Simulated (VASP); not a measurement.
# Be2SnCl (P4/mmm) in VASP: notebook, part 2 of 2

VASP 6.6.1. Earlier steps stand in the parts before.

### 4 Single point, PBE (random cell by space group and Wyckoff sites (P4mm, No. 99))

INCAR

```
PREC = Accurate ; ENCUT = 520
EDIFF = 1E-6 ; ISMEAR = 0
SIGMA = 0.1 ; LREAL = False
LASPH = True ; NELM = 80
ALGO = Fast ; ISIF = 2
LWAVE = False ; LCHARG = False
GGA = PE ; NBANDS = 20
```

KPOINTS

```
regular mesh
0
Gamma
  10 10 16
```

POSCAR

```
Be2SnCl
1.0
    4.6263587040      0.0000000000      0.0000000000
    0.0000000000      4.6263587040      0.0000000000
    0.0000000000      0.0000000000      3.0286801376
Be Sn Cl
2 1 1
Direct
    0.5000000000      0.0000000000      0.0000000000
    0.0000000000      0.5000000000      0.0000000000
    0.0000000000      0.0000000000      0.5000000000
    0.5000000000      0.5000000000      0.0000000000
```

Potentials or basis: VASP PAW PBE potentials, release 64 (Be, Sn_d, Cl).

On the command line:

```sh
> cat potpaw_PBE.64/Be/POTCAR potpaw_PBE.64/Sn_d/POTCAR potpaw_PBE.64/Cl/POTCAR > POTCAR
> mpirun -np 1 vasp_std > vasp.out
```

OUTCAR:

```text
PREC = Accurate
   ENCUT = 520
   EDIFF = 1E-6
   ISMEAR = 0
   LREAL = False
   LASPH = True
   NELM = 80
   ISIF = 2
   GGA = PE

 ion  position               nearest neighbor table
   1  0.500  0.000  0.000-   4 2.31   4 2.31   3 2.76   3 2.76   3 2.76   3 2.76
   2  0.000  0.500  0.000-   4 2.31   4 2.31   3 2.76   3 2.76   3 2.76   3 2.76
   3  0.000  0.000  0.500-   1 2.76   2 2.76   1 2.76   2 2.76   2 2.76   2 2.76   1 2.76   1 2.76

   4  0.500  0.500  0.000-   1 2.31   2 2.31   1 2.31   2 2.31

  LATTYP: Found a simple tetragonal cell.
[... 754 lines left out ...]
  Direction    XX          YY          ZZ          XY          YZ          ZX
  --------------------------------------------------------------------------------------
  -------------------------------------------------------------------------------------
  Total       -0.0086342     -0.0086342     -0.0388667      0.0000000      0.0000000     -0.0000000
  in kB       -0.2134038     -0.2134038     -0.9606314      0.0000000      0.0000000     -0.0000000
  external PRESSURE =      -0.4624797 kB  Pullay stress =       0.0000000 kB

 VOLUME and BASIS-vectors are now :
 -----------------------------------------------------------------------------
  energy-cutoff  :      520.00
  volume of cell :       64.82
      direct lattice vectors                 reciprocal lattice vectors
     4.626358704  0.000000000  0.000000000     0.216152716  0.000000000  0.000000000
     0.000000000  4.626358704  0.000000000     0.000000000  0.216152716  0.000000000
     0.000000000  0.000000000  3.028680138     0.000000000  0.000000000  0.330176828

 POSITION                                       TOTAL-FORCE (eV/Angst)
 -----------------------------------------------------------------------------------
      2.31318      0.00000      0.00000         0.000000      0.000000      0.000000
      0.00000      2.31318      0.00000         0.000000      0.000000      0.000000
      0.00000      0.00000      1.51434         0.000000      0.000000      0.000000
      2.31318      2.31318      0.00000         0.000000      0.000000      0.000000
 -----------------------------------------------------------------------------------
    total drift:                                0.000000      0.000000      0.000000

  FREE ENERGIE OF THE ION-ELECTRON SYSTEM (eV)
  ---------------------------------------------------
  free  energy   TOTEN  =       -12.2079438544 eV

  energy  without entropy=      -12.2019924154  energy(sigma->0) =      -12.20496813
```

OSZICAR:

```text
N       E                     dE             d eps       ncg     rms          rms(c)
DAV:   1     0.185457884569E+03    0.18546E+03   -0.11807E+04  7776   0.149E+03
DAV:   2     0.106374751740E+02   -0.17482E+03   -0.16745E+03  7904   0.387E+02
DAV:   3    -0.114179427470E+02   -0.22055E+02   -0.21524E+02  9312   0.114E+02
DAV:   4    -0.122154413046E+02   -0.79750E+00   -0.79490E+00  9328   0.223E+01
DAV:   5    -0.122325531156E+02   -0.17112E-01   -0.17107E-01  9848   0.360E+00    0.754E+00
RMM:   6    -0.122122675538E+02    0.20286E-01   -0.21225E-02  9213   0.148E+00    0.455E+00
RMM:   7    -0.122077399234E+02    0.45276E-02   -0.38293E-02  9253   0.189E+00    0.225E-01
RMM:   8    -0.122078387763E+02   -0.98853E-04   -0.31873E-03 11188   0.571E-01    0.482E-02
RMM:   9    -0.122079352355E+02   -0.96459E-04   -0.10893E-03 12956   0.247E-01    0.258E-02
RMM:  10    -0.122079436264E+02   -0.83909E-05   -0.81458E-05 12042   0.735E-02    0.771E-03
RMM:  11    -0.122079442131E+02   -0.58676E-06   -0.17455E-05 12012   0.314E-02    0.438E-03
RMM:  12    -0.122079438544E+02    0.35874E-06   -0.20023E-06  7664   0.133E-02
   1 F= -.12207944E+02 E0= -.12204968E+02  d E =-.595144E-02
```

stdout:

```text
POSCAR found type information on POSCAR BeSnCl
 POSCAR found :  3 types and       4 ions
 scaLAPACK will be used
 LDA part: xc-table for (Slater+PW92), standard interpolation
 POSCAR, INCAR and KPOINTS ok, starting setup
 FFT: planning ... GRIDC
 FFT: planning ... GRID_SOFT
 FFT: planning ... GRID
 WAVECAR not read
 entering main loop
```

Wall time 87 s (1 thread of Intel Xeon Platinum 8488C (Sapphire Rapids), shared host); peak memory 0.36 GiB.

What came out:

* Free energy: -12.2079 eV
* Pressure: 0.0 GPa
* Band gap on the k mesh: none (metal or under the smearing width)

Caveat: an odd number of electrons without spin polarisation forces a metal; a magnetic or distorted state may lie lower.

### 5 Relaxation of cell and atoms, PBE (random cell by space group and Wyckoff sites (P4mm, No. 99))

INCAR

```
SYSTEM = Be2SnCl
ALGO = Fast ; EDIFF = 1E-7
EDIFFG = -0.01 ; ENCUT = 600
GGA = PE ; IBRION = 2
ISIF = 3 ; ISMEAR = 0
LASPH = .True. ; LCHARG = .False.
LREAL = .False. ; LWAVE = .False.
NELM = 60 ; NSW = 100
PREC = Accurate ; SIGMA = 0.1
```

KPOINTS

```
k-points
0
Gamma
  10 10 16
  0 0 0
```

POSCAR

```
Be2SnCl
1.0
    4.6267561297      0.0000000000      0.0000000000
    0.0000000000      4.6267561297      0.0000000000
    0.0000000000      0.0000000000      3.0329759919
Be Sn Cl
2 1 1
Direct
    0.5000000000      0.0000000000      0.0000000000
    0.0000000000      0.5000000000      0.0000000000
    0.0000000000      0.0000000000      0.5000000000
    0.5000000000      0.5000000000      0.0000000000
```

On the command line:

```sh
> cat potpaw_PBE.64/Be/POTCAR potpaw_PBE.64/Sn_d/POTCAR potpaw_PBE.64/Cl/POTCAR > POTCAR
> mpirun -np 1 vasp_std > vasp.out
```

Wall time 2.5 min (1 thread of Intel Xeon Platinum 8488C (Sapphire Rapids), shared host); peak memory 0.39 GiB.

Results (log left out):

```yaml
Free_energy: -12.2082 eV
Relaxed_volume: 16.21 Å³/atom
Relaxed_cell: a = 4.626 Å, b = 4.626 Å, c = 3.031 Å, α = 90.00°, β = 90.00°, γ = 90.00°
Space_group_after_relaxing_to_0.05_Å: P4/mmm (No. 123)
Energy_gained_by_relaxing: 0.0 meV/atom
Ionic_steps: 2
Pressure_after_relaxing: 0.0 GPa
Band_gap_on_the_k_mesh: none (metal or under the smearing width)
```

Stress tensor (GPa, compression positive):
```
 0.03  0.00  0.00
 0.00  0.03  0.00
 0.00  0.00 -0.07
```

Final structure:
```cif
data_structure
_symmetry_space_group_name_H-M 'P 1'
_symmetry_Int_Tables_number 1
_cell_length_a 4.6257
_cell_length_b 4.6257
_cell_length_c 3.0305
_cell_angle_alpha 90.000
_cell_angle_beta 90.000
_cell_angle_gamma 90.000
_cell_volume 64.85
loop_
_atom_site_label
_atom_site_type_symbol
_atom_site_fract_x
_atom_site_fract_y
_atom_site_fract_z
_atom_site_occupancy
Be1 Be 0.50000 0.00000 0.00000 1
Be2 Be 0.00000 0.50000 0.00000 1
Sn1 Sn 0.00000 0.00000 0.50000 1
Cl1 Cl 0.50000 0.50000 0.00000 1
```

Levels at points of the mesh, in eV from the Fermi level:
| k point | band 10 | band 11 | band 12 | band 13 | band 14 | band 15 |
| --- | --- | --- | --- | --- | --- | --- |
| (0.00, 0.00, 0.00) | -2.80 | -2.02 | -1.55 | -1.55 | 2.05 | 4.61 |
| (0.50, 0.00, 0.00) | -4.71 | -2.90 | -2.69 | 1.40 | 2.42 | 4.50 |
| (0.50, 0.50, 0.00) | -2.62 | -1.38 | -1.38 | 2.25 | 3.01 | 4.18 |
| (0.00, 0.00, 0.50) | -4.79 | -4.41 | 0.50 | 1.05 | 1.16 | 1.16 |
| (0.50, 0.00, 0.50) | -5.85 | -2.91 | -1.36 | -0.13 | 1.21 | 1.81 |
| (0.50, 0.50, 0.50) | -4.87 | -4.81 | -2.80 | -2.80 | 2.78 | 2.78 |

Caveat: an odd number of electrons without spin polarisation forces a metal; a magnetic or distorted state may lie lower.

### 6 The runs side by side

```csv
task,cell,k mesh,cutoff (eV),gap on the mesh (eV),pressure (GPa),relaxed volume (Å³/atom)
single point,"random cell by space group and Wyckoff sites (P4mm, No. 99)",4 × 4 × 6,520,none,-0.1,-
relaxation of cell and atoms,"relaxed from: random cell by space group and Wyckoff sites (P4mm, No. 99)",4 × 4 × 6,600,none,0.0,16.21
single point,"random cell by space group and Wyckoff sites (P4mm, No. 99)",10 × 10 × 16,520,none,0.0,-
relaxation of cell and atoms,"relaxed from: random cell by space group and Wyckoff sites (P4mm, No. 99)",10 × 10 × 16,600,none,0.0,16.21
```

Alike in all rows: level PBE; potentials or basis VASP PAW PBE potentials, release 64 (Be, Sn_d, Cl); no spin polarisation; smearing gaussian 0.1 eV.

Caveats: an odd number of electrons without spin polarisation forces a metal; a magnetic or distorted state may lie lower.

Absolute energies hang on the potentials; compare differences alone.
